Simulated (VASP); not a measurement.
Method: LDA (Ceperley-Alder, Perdew-Zunger), VASP's LDA PAW potentials (set 64) (plane waves; VASP).

VASP input:

INCAR:
```
NSW  =  1   # most ionic steps
LWAVE  =  F
LCHARG  =  F
NELM  =  100
ENCUT  =  400
PREC  =  Accurate
LMAXMIX  =  4   # l cut-off of mixed one-centre charges
NFREE  =  2
LASPH  =  T
LREAL  =  F   # projection in real space or not
EDIFF  =  1E-7   # SCF stop (eV)
ALGO  =  Normal   # blocked Davidson
IBRION  =  6   # finite differences
LPHON_DISPERSION  =  T
SYSTEM  =  Sn
SIGMA  =  0.1
ISIF  =  2
POTIM  =  0.015   # step
ISMEAR  =  1   # Methfessel-Paxton
```

**POSCAR**
```
Sn
6.4735530
  0.0000000000   1.0000000763   1.0000000763
  1.0000000763   0.0000000000   1.0000000763
  1.0000000763   1.0000000763   0.0000000000
Sn
16
direct
  0.0000000000   0.0000000000   0.0000000000
  0.0000000000   0.0000000000   0.5000000000
  0.0000000000   0.5000000000   0.0000000000
  0.0000000000   0.5000000000   0.5000000000
  0.5000000000   0.0000000000   0.0000000000
  0.5000000000   0.0000000000   0.5000000000
  0.5000000000   0.5000000000   0.0000000000
  0.5000000000   0.5000000000   0.5000000000
  0.1250000000   0.1250000000   0.1250000000
  0.1250000000   0.1250000000   0.6250000000
  0.1250000000   0.6250000000   0.1250000000
  0.1250000000   0.6250000000   0.6250000000
  0.6250000000   0.1250000000   0.1250000000
  0.6250000000   0.1250000000   0.6250000000
  0.6250000000   0.6250000000   0.1250000000
  0.6250000000   0.6250000000   0.6250000000
```

File KPOINTS:
```
Automatic mesh
0
Gamma
4 4 4
0 0 0
```

### QPOINTS
```
k-points along high-symmetry lines
13
Line-mode
Cartesian
  0.000000   0.000000   0.000000 ! GAMMA
  0.000000   0.154475   0.000000 ! X

  0.000000   0.154475   0.000000 ! X
  0.038619   0.154475   0.038619 ! U

  0.115856   0.115856   0.000000 ! K
  0.000000   0.000000   0.000000 ! GAMMA

  0.000000   0.000000   0.000000 ! GAMMA
  0.077237   0.077237   0.077237 ! L

  0.077237   0.077237   0.077237 ! L
  0.077237   0.154475   0.000000 ! W

  0.077237   0.154475   0.000000 ! W
  0.000000   0.154475   0.000000 ! X
```

POTCAR, in this order: Sn_d (LDA.64 set). Program: vasp_std.

Output

OUTCAR:
```
 ion  position               nearest neighbor table
   1  0.000  0.000  0.000-   9 2.80  10 2.80  11 2.80  13 2.80
   2  0.000  0.000  0.500-   9 2.80  10 2.80  12 2.80  14 2.80
   3  0.000  0.500  0.000-   9 2.80  11 2.80  12 2.80  15 2.80
   4  0.000  0.500  0.500-  10 2.80  11 2.80  12 2.80  16 2.80
   5  0.500  0.000  0.000-   9 2.80  13 2.80  14 2.80  15 2.80
   6  0.500  0.000  0.500-  10 2.80  13 2.80  14 2.80  16 2.80
   7  0.500  0.500  0.000-  11 2.80  13 2.80  15 2.80  16 2.80
   8  0.500  0.500  0.500-  12 2.80  14 2.80  15 2.80  16 2.80
   9  0.125  0.125  0.125-   1 2.80   2 2.80   3 2.80   5 2.80
  10  0.125  0.125  0.625-   1 2.80   2 2.80   4 2.80   6 2.80
  11  0.125  0.625  0.125-   1 2.80   3 2.80   4 2.80   7 2.80
  12  0.125  0.625  0.625-   2 2.80   3 2.80   4 2.80   8 2.80
  13  0.625  0.125  0.125-   1 2.80   5 2.80   6 2.80   7 2.80
  14  0.625  0.125  0.625-   2 2.80   5 2.80   6 2.80   8 2.80
  15  0.625  0.625  0.125-   3 2.80   5 2.80   7 2.80   8 2.80
  16  0.625  0.625  0.625-   4 2.80   6 2.80   7 2.80   8 2.80
  LATTYP: Found a face centered cubic cell.
 ALAT       =    12.9471069884
 Subroutine PRICEL returns following result:
  LATTYP: Found a face centered cubic cell.
 ALAT       =     6.4735534942
 Subroutine GETGRP returns: Found 48 space group operations
The static configuration has the point symmetry T_d .
 The point group associated with its full space group is O_h .
...
```

### OSZICAR
```
       N       E                     dE             d eps       ncg     rms          rms(c)
DAV:   1     0.267876437868E+04    0.26788E+04   -0.91293E+04  2166   0.214E+03
DAV:   2     0.440600176181E+03   -0.22382E+04   -0.21971E+04  2144   0.615E+02
DAV:   3    -0.307237764400E+02   -0.47132E+03   -0.44681E+03  2326   0.237E+02
DAV:   4    -0.710442819136E+02   -0.40321E+02   -0.39430E+02  2416   0.747E+01
DAV:   5    -0.724461128924E+02   -0.14018E+01   -0.13930E+01  2522   0.135E+01    0.101E+01
DAV:   6    -0.718091941624E+02    0.63692E+00   -0.96786E-01  3062   0.345E+00    0.524E+00
DAV:   7    -0.714637774319E+02    0.34542E+00   -0.46636E-01  2304   0.258E+00    0.610E-01
DAV:   8    -0.714653141783E+02   -0.15367E-02   -0.50835E-02  2876   0.729E-01    0.307E-01
DAV:   9    -0.714660829133E+02   -0.76873E-03   -0.22890E-03  2424   0.256E-01    0.826E-02
DAV:  10    -0.714661427532E+02   -0.59840E-04   -0.22335E-04  2382   0.856E-02    0.357E-02
DAV:  11    -0.714661626588E+02   -0.19906E-04   -0.27216E-05  3048   0.191E-02    0.648E-03
DAV:  12    -0.714661627576E+02   -0.98837E-07   -0.27308E-06  2334   0.448E-03    0.234E-03
DAV:  13    -0.714661627649E+02   -0.73342E-08   -0.13345E-07  1460   0.139E-03
   1 F= -.71466163E+02 E0= -.71467672E+02  d E =0.452718E-02
 Found     1 degrees of freedom:
       N       E                     dE             d eps       ncg     rms          rms(c)
DAV:   1    -0.714617792598E+02    0.43835E-02   -0.11059E+00  5282   0.282E+00    0.192E-01
DAV:   2    -0.714651594160E+02   -0.33802E-02   -0.34381E-02  6614   0.753E-01    0.600E-02
DAV:   3    -0.714652138328E+02   -0.54417E-04   -0.78157E-04  5984   0.252E-01    0.469E-02
DAV:   4    -0.714652224389E+02   -0.86061E-05   -0.11460E-04  5666   0.752E-02    0.378E-02
DAV:   5    -0.714652216563E+02    0.78256E-06   -0.20803E-05  7026   0.443E-02    0.835E-03
DAV:   6    -0.714652220385E+02   -0.38222E-06   -0.61853E-06  5794   0.171E-02    0.287E-03
DAV:   7    -0.714652220737E+02   -0.35179E-07   -0.12582E-06  6164   0.641E-03    0.178E-03
DAV:   8    -0.714652220540E+02    0.19663E-07   -0.79850E-08  2822   0.584E-03
   2 F= -.71465222E+02 E0= -.71466724E+02  d E =0.450564E-02
       N       E                     dE             d eps       ncg     rms          rms(c)
DAV:   1    -0.714543384787E+02    0.10884E-01   -0.33639E+00  5256   0.473E+00    0.309E-01
DAV:   2    -0.714649975626E+02   -0.10659E-01   -0.10925E-01  6650   0.143E+00    0.108E-01
DAV:   3    -0.714651910186E+02   -0.19346E-03   -0.31464E-03  5976   0.537E-01    0.764E-02
DAV:   4    -0.714652275316E+02   -0.36513E-04   -0.47629E-04  5354   0.124E-01    0.601E-02
DAV:   5    -0.714652189256E+02    0.86060E-05   -0.62674E-05  5574   0.128E-01    0.964E-03
DAV:   6    -0.714652217846E+02   -0.28590E-05   -0.36351E-05  6954   0.372E-02    0.511E-03
DAV:   7    -0.714652221966E+02   -0.41199E-06   -0.51096E-06  5468   0.142E-02    0.470E-03
DAV:   8    -0.714652220841E+02    0.11246E-06   -0.32329E-07  4214   0.153E-02    0.262E-03
DAV:   9    -0.714652220984E+02   -0.14283E-07   -0.30176E-07  3698   0.795E-03
   3 F= -.71465222E+02 E0= -.71466724E+02  d E =0.450559E-02
```

File OUTCAR:
```
------------------------ aborting loop because EDIFF is reached ----------------------------------------
  FORCE on cell =-STRESS in cart. coord.  units (eV):
  Direction    XX          YY          ZZ          XY          YZ          ZX
  --------------------------------------------------------------------------------------
  Total       -0.1411428     -0.1387763     -0.1387763      0.0000000     -0.1348752      0.0000000
  in kB       -0.4167841     -0.4097958     -0.4097958      0.0000000     -0.3982763      0.0000000
  external PRESSURE =      -0.4121252 kB  Pullay stress =       0.0000000 kB
  volume of cell :      542.57
      direct lattice vectors                 reciprocal lattice vectors
     0.000000000  6.473553494  6.473553494    -0.077237332  0.077237332  0.077237332
     6.473553494  0.000000000  6.473553494     0.077237332 -0.077237332  0.077237332
     6.473553494  6.473553494  0.000000000     0.077237332  0.077237332 -0.077237332
 POSITION                                       TOTAL-FORCE (eV/Angst)
 -----------------------------------------------------------------------------------
     -0.01500      0.00000      0.00000         0.126266      0.000000     -0.000000
      3.23678      3.23678      0.00000        -0.004143     -0.003953     -0.000004
      3.23678      0.00000      3.23678        -0.004143     -0.000004     -0.003953
      6.47355      3.23678      3.23678         0.005254      0.000000     -0.000000
      0.00000      3.23678      3.23678         0.005189      0.000000     -0.000000
      3.23678      6.47355      3.23678        -0.004143      0.000004      0.003953
      3.23678      3.23678      6.47355        -0.004143      0.003953      0.000004
      6.47355      6.47355      6.47355        -0.001553      0.000000     -0.000000
      1.61839      1.61839      1.61839        -0.031297     -0.024070     -0.024070
      4.85517      4.85517      1.61839        -0.031661     -0.024780      0.024780
      4.85517      1.61839      4.85517        -0.031661      0.024780     -0.024780
      8.09194      4.85517      4.85517         0.001835      0.001626      0.001626
      1.61839      4.85517      4.85517        -0.031297      0.024070      0.024070
      4.85517      8.09194      4.85517         0.001830      0.001609     -0.001609
      4.85517      4.85517      8.09194         0.001830     -0.001609      0.001609
      8.09194      8.09194      8.09194         0.001835     -0.001626     -0.001626
 -----------------------------------------------------------------------------------
    total drift:                                0.001401      0.000000      0.000000
  FREE ENERGIE OF THE ION-ELECTRON SYSTEM (eV)
  ---------------------------------------------------
  free  energy   TOTEN  =       -71.4652220984 eV

  energy  without entropy=      -71.4697276875  energy(sigma->0) =      -71.46672396
```
(Selected blocks of OUTCAR.)

The cell is a supercell, built from a database entry that may be metastable or hypothetical.
